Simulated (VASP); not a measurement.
# Hf2ZrGe3 (Cmcm) in VASP: relaxation of cell and atoms with PBE

Aim: the relaxation of cell and atoms of Hf2ZrGe3 with PBE.

Everything below comes from runs of VASP 6.6.1. Logs are shortened: lines on timing, memory, paths and dates and some standing lists are left out, and cuts for length are marked.

### Step 1. The crystal as given

The structure is orthorhombic, space group Cmcm (No. 63). Conventional cell: a = 11.490 Å, b = 10.000 Å, c = 3.780 Å, α = 90.00°, β = 90.00°, γ = 90.00°. Zr (site symmetry m2m) has 7 Ge at 2.77 to 2.88 Å as nearest neighbours. Hf (site symmetry m) is surrounded by 7 Ge at 2.77 to 2.88 Å. Around Ge (site symmetry m) lie 2 Ge at 2.41 Å and 2 Hf at 2.77 Å and 2 Zr at 2.77 Å. Ge (site symmetry m2m) has 2 Ge at 2.41 Å and 4 Hf at 2.77 Å as nearest neighbours.

The cell was built by a generator and needn't be a form met in nature.

### Step 2. Relaxation of cell and atoms, PBE

INCAR

```
PREC     = Normal         # precision mode
ENCUT    = 520            # plane-wave cutoff, eV
EDIFF    = 1E-4           # SCF threshold, eV
ISMEAR   = 0              # smearing method
SIGMA    = 0.15           # smearing width, eV
LREAL    = Auto         
LASPH    = True           # aspherical terms in the spheres
NELM     = 60             # most SCF steps
ALGO     = Fast           # electronic algorithm
ISIF     = 3              # what is computed and relaxed
LWAVE    = False          # write WAVECAR
LCHARG   = False          # write CHGCAR
GGA      = PE             # functional
IBRION   = 2              # ionic algorithm
NSW      = 24             # ionic steps
EDIFFG   = -0.08          # ionic threshold
KPAR     = 2
```

KPOINTS

```
Automatic mesh
0
Gamma
  3 3 5
```

POSCAR

```
Hf2ZrGe3
1.0
    5.7450000000     -5.0000000000      0.0000000000
    5.7450000000      5.0000000000      0.0000000000
    0.0000000000      0.0000000000      3.7800000000
Zr Hf Ge
2 4 6
Direct
    0.1400000000      0.8600000000      0.2500000000
    0.8600000000      0.1400000000      0.7500000000
    0.5266700000      0.8066700000      0.7500000000
    0.8066700000      0.5266700000      0.2500000000
    0.4733300000      0.1933300000      0.2500000000
    0.1933300000      0.4733300000      0.7500000000
    0.7583300000      0.9083300000      0.2500000000
    0.9083300000      0.7583300000      0.7500000000
    0.5750000000      0.4250000000      0.7500000000
    0.4250000000      0.5750000000      0.2500000000
    0.2416700000      0.0916700000      0.7500000000
    0.0916700000      0.2416700000      0.2500000000
```

Potentials or basis: VASP PAW PBE potentials, release 64 (Zr_sv, Hf_pv, Ge_d).

Launch:

```
cat potpaw_PBE.64/Zr_sv/POTCAR potpaw_PBE.64/Hf_pv/POTCAR potpaw_PBE.64/Ge_d/POTCAR > POTCAR
mpirun -np 2 vasp_std > vasp.out
```

OUTCAR:

```text
PREC = Normal
   ENCUT = 520
   EDIFF = 1E-4
   ISMEAR = 0
   LREAL = Auto
   LASPH = True
   NELM = 60
   ISIF = 3
   GGA = PE
   IBRION = 2
   NSW = 24
   EDIFFG = -0.08

 ion  position               nearest neighbor table
   1  0.140  0.860  0.250-   8 2.77  11 2.77   8 2.77  11 2.77  10 2.85   7 2.88  12 2.88   2 3.38
                             2 3.38   3 3.48   6 3.48   3 3.48   6 3.48   5 3.83   4 3.83
   2  0.860  0.140  0.750-   7 2.77  12 2.77   7 2.77  12 2.77   9 2.85  11 2.88   8 2.88   1 3.38
                             1 3.38   4 3.48   5 3.48   4 3.48   5 3.48   3 3.83   6 3.83
   3  0.527  0.807  0.750-   7 2.77   7 2.77  10 2.77  10 2.77  11 2.85   8 2.88   9 2.88   4 3.38
                             4 3.38   5 3.48   5 3.48   1 3.48   1 3.48   2 3.83   6 3.83
   4  0.807  0.527  0.250-   8 2.77   8 2.77   9 2.77   9 2.77  12 2.85   7 2.88  10 2.88   3 3.38
                             3 3.38   6 3.48   6 3.48   2 3.48   2 3.48   1 3.83   5 3.83
   5  0.473  0.193  0.250-  11 2.77  11 2.77   9 2.77   9 2.77   7 2.85  12 2.88  10 2.88   6 3.38
                             6 3.38   3 3.48   3 3.48   2 3.48   2 3.48   1 3.83   4 3.83
   6  0.193  0.473  0.750-  12 2.77  12 2.77  10 2.77  10 2.77   8 2.85  11 2.88   9 2.88   5 3.38
                             5 3.38   4 3.48   4 3.48   1 3.48   1 3.48   2 3.83   3 3.83
   7  0.758  0.908  0.250-   8 2.41   8 2.41   3 2.77   3 2.77   2 2.77   2 2.77   5 2.85   4 2.88
                             1 2.88
   8  0.908  0.758  0.750-   7 2.41   7 2.41   4 2.77   4 2.77   1 2.77   1 2.77   6 2.85   3 2.88
                             2 2.88
   9  0.575  0.425  0.750-  10 2.41  10 2.41   4 2.77   4 2.77   5 2.77   5 2.77   2 2.85   3 2.88
                             6 2.88
  10  0.425  0.575  0.250-   9 2.41   9 2.41   3 2.77   3 2.77   6 2.77   6 2.77   1 2.85   5 2.88
                             4 2.88
  11  0.242  0.092  0.750-  12 2.41  12 2.41   5 2.77   5 2.77   1 2.77   1 2.77   3 2.85   6 2.88
                             2 2.88
  12  0.092  0.242  0.250-  11 2.41  11 2.41   6 2.77   6 2.77   2 2.77   2 2.77   4 2.85   5 2.88
                             1 2.88

  LATTYP: Found a base centered orthorhombic cell.
 ALAT       =    10.0000000000
 B/A-ratio  =     1.1490000000
 C/A-ratio  =     0.3780000000

  Lattice vectors:

 A1 = (  -5.7450000000,  -5.0000000000,   0.0000000000)
 A2 = (   5.7450000000,  -5.0000000000,   0.0000000000)
 A3 = (   0.0000000000,   0.0000000000,   3.7800000000)

Analysis of symmetry for initial positions (statically):
=====================================================================
 Subroutine PRICEL returns:
 Original cell was already a primitive cell.

 Routine SETGRP: Setting up the symmetry group for a
 base centered orthorhombic supercell.

 Subroutine GETGRP returns: Found  8 space group operations
 (whereof  4 operations were pure point group operations)
 out of a pool of  8 trial point group operations.

The static configuration has the point symmetry C_2h.
 The point group associated with its full space group is D_2h.

Analysis of symmetry for dynamics (positions and initial velocities):
=====================================================================
[... 142 lines left out ...]
   LORBIT       =      0    0 simple, 1 ext, 2 COOP (PROOUT), +10 PAW based schemes
   GGA     = PE    functional components
   LHFCALC =     F    Hartree Fock is set to
   AEXX    =    0.0000 exact exchange contribution
   IVDW    =     0    specifies the selected vdW correction
   LEPSILON=     F    determine dielectric tensor
   LRPA    =     F    only Hartree local field effects (RPA)
 conjugate gradient relaxation of ions
 non-spin polarized calculation
 RMM-DIIS sequential band-by-band and
 Gauss-broadening in eV      SIGMA  =   0.15
  energy-cutoff  :      520.00
  volume of cell :      217.16
 maximum number of plane-waves:      5875
   NGX = 29   NGY = 29   NGZ = 15

--------------------------------------- Ionic step        1  -------------------------------------------

 number of electron     147.9999981 magnetization

 Free energy of the ion-electron system (eV)
  ---------------------------------------------------
  ext. energy  EPLUGINS =         0.00000000
  ---------------------------------------------------
  free energy    TOTEN  =       -90.97897259 eV

  energy without entropy =      -90.93872527  energy(sigma->0) =      -90.95884893

------------------------ aborting loop because EDIFF is reached ----------------------------------------

  FORCE on cell =-STRESS in cart. coord.  units (eV):
  Direction    XX          YY          ZZ          XY          YZ          ZX
  --------------------------------------------------------------------------------------
  -------------------------------------------------------------------------------------
  Total        2.2309897      5.1625317     12.5940327      0.0000000     -0.0000000      0.0000000
  in kB       16.4598668     38.0882908     92.9166547      0.0000000     -0.0000000      0.0000000
  external PRESSURE =      49.1549374 kB  Pullay stress =       0.0000000 kB
[... 309 lines left out ...]
--------------------------------------- Ionic step        8  -------------------------------------------

 number of electron     148.0000091 magnetization

 Free energy of the ion-electron system (eV)
  ---------------------------------------------------
  ext. energy  EPLUGINS =         0.00000000
  ---------------------------------------------------
  free energy    TOTEN  =       -92.07018465 eV

  energy without entropy =      -92.02791497  energy(sigma->0) =      -92.04904981

 E-fermi :   7.7444     XC(G=0): -11.7526

 val. band max:        7.7417035992   @ k =   0.3333   0.3333   0.4000
 cond. band min:       7.7491711452   @ k =   0.3333  -0.0000   0.0000
 fundamental gap:      0.0074675460
 Fermi energy:         7.7444476953

 k-point     1 :       0.0000    0.0000    0.0000
  band No.  band energies     occupation
      1     -41.3131      2.00000
      2     -41.2969      2.00000
      3     -23.4102      2.00000
      4     -23.3422      2.00000
      5     -23.3379      2.00000
      6     -23.3325      2.00000
[... 1057 lines left out ...]
     85      10.4938      0.00000
     86      10.6063      0.00000
 [bands above 86 left out]

------------------------ aborting loop because EDIFF is reached ----------------------------------------

  FORCE on cell =-STRESS in cart. coord.  units (eV):
  Direction    XX          YY          ZZ          XY          YZ          ZX
  --------------------------------------------------------------------------------------
  -------------------------------------------------------------------------------------
  Total        0.5608549     -0.7377377      0.0489108      0.0000000      0.0000000      0.0000000
  in kB        4.0220313     -5.2905020      0.3507517      0.0000000      0.0000000      0.0000000
  external PRESSURE =      -0.3059063 kB  Pullay stress =       0.0000000 kB
[... 27 lines left out ...]
  FREE ENERGIE OF THE ION-ELECTRON SYSTEM (eV)
  ---------------------------------------------------
  free  energy   TOTEN  =       -92.0701846486 eV

  energy  without entropy=      -92.0279149708  energy(sigma->0) =      -92.04904981

 reached required accuracy - stopping structural energy minimisation
```

OSZICAR:

```text
N       E                     dE             d eps       ncg     rms          rms(c)
DAV:   1     0.239352549860E+04    0.23935E+04   -0.62418E+04  2888   0.396E+03
DAV:   2     0.435965242379E+03   -0.19576E+04   -0.18625E+04  2120   0.125E+03
DAV:   3    -0.288903867822E+02   -0.46486E+03   -0.44795E+03  2168   0.313E+02
[... 124 lines left out ...]
DAV:   1    -0.920734698693E+02   -0.96065E-02   -0.14578E+00  2616   0.553E+00    0.731E-01
RMM:   2    -0.920714267130E+02    0.20432E-02   -0.46074E-02  2624   0.127E+00    0.346E-01
RMM:   3    -0.920700203049E+02    0.14064E-02   -0.12621E-02  2718   0.536E-01    0.112E-01
RMM:   4    -0.920701300652E+02   -0.10976E-03   -0.28759E-03  2816   0.254E-01    0.104E-01
RMM:   5    -0.920701846486E+02   -0.54583E-04   -0.81926E-04  2095   0.112E-01
   8 F= -.92070185E+02 E0= -.92049050E+02  d E =-.628047E-02
```

Wall time 10 min (2 MPI ranks of Intel Xeon Platinum 8375C at 2.90GHz (Ice Lake), shared host); peak memory 0.3 GiB.

Results:

| Property | Result |
| --- | --- |
| Free energy | -92.0702 eV |
| Relaxed volume | 18.62 Å³/atom |
| Relaxed cell | a = 7.600 Å, b = 7.600 Å, c = 3.891 Å, α = 90.00°, β = 90.00°, γ = 83.81° |
| Space group after relaxing (to 0.05 Å) | Cmcm (No. 63) |
| Energy gained by relaxing | 90.9 meV/atom |
| Ionic steps | 8 |
| Pressure after relaxing | 0.0 GPa |
| Largest force after relaxing | 0.058 eV/Å |
| Band gap on the k mesh | none (metal or under the smearing width) |

Forces on the atoms (eV/Å):
```
Zr   0.000  0.056  0.000
Zr   0.000 -0.056  0.000
Hf  -0.014 -0.056  0.000
Hf  -0.014  0.056  0.000
Hf   0.014  0.056  0.000
Hf   0.014 -0.056  0.000
Ge  -0.012  0.036  0.000
Ge  -0.012 -0.036  0.000
Ge   0.000 -0.045  0.000
Ge   0.000  0.045  0.000
Ge   0.012 -0.036  0.000
Ge   0.012  0.036  0.000
```

Stress tensor (GPa, compression positive):
```
 0.40  0.00  0.00
 0.00 -0.53  0.00
 0.00  0.00  0.04
```

Step by step:
| step | energy change (eV) | largest force (eV/Å) | pressure (GPa) | volume (Å³) |
| --- | --- | --- | --- | --- |
| 1 | 0.0000 | 2.1359 | 4.92 | 217.16 |
| 2 | -0.7937 | 0.3236 | -6.15 | 234.98 |
| 3 | -0.8664 | 0.6741 | -4.22 | 230.52 |
| 4 | -1.0210 | 0.4413 | 2.28 | 219.09 |
| 5 | -1.0625 | 0.2627 | 0.41 | 222.60 |
| 6 | -1.0845 | 0.1178 | 0.14 | 223.02 |
| 7 | -1.0849 | 0.0871 | 0.07 | 223.10 |
| 8 | -1.0912 | 0.0577 | -0.03 | 223.42 |

Final structure:
```
Zr Hf Ge
1.0
     5.65654   -5.07582    0.00000
     5.65654    5.07582    0.00000
     0.00000    0.00000    3.89070
Zr Hf Ge
2 4 6
Direct
  0.14378 0.85622 0.25000
  0.85622 0.14378 0.75000
  0.52305 0.81041 0.75000
  0.81041 0.52305 0.25000
  0.47695 0.18959 0.25000
  0.18959 0.47695 0.75000
  0.74395 0.92031 0.25000
  0.92031 0.74395 0.75000
  0.58778 0.41222 0.75000
  0.41222 0.58778 0.25000
  0.25605 0.07969 0.75000
  0.07969 0.25605 0.25000
```

Caveat: the relaxation stopped at a loose force limit of 0.08 eV/Å, so its end isn't a converged minimum. The run has no spin-orbit coupling, so splittings on Hf are missing.
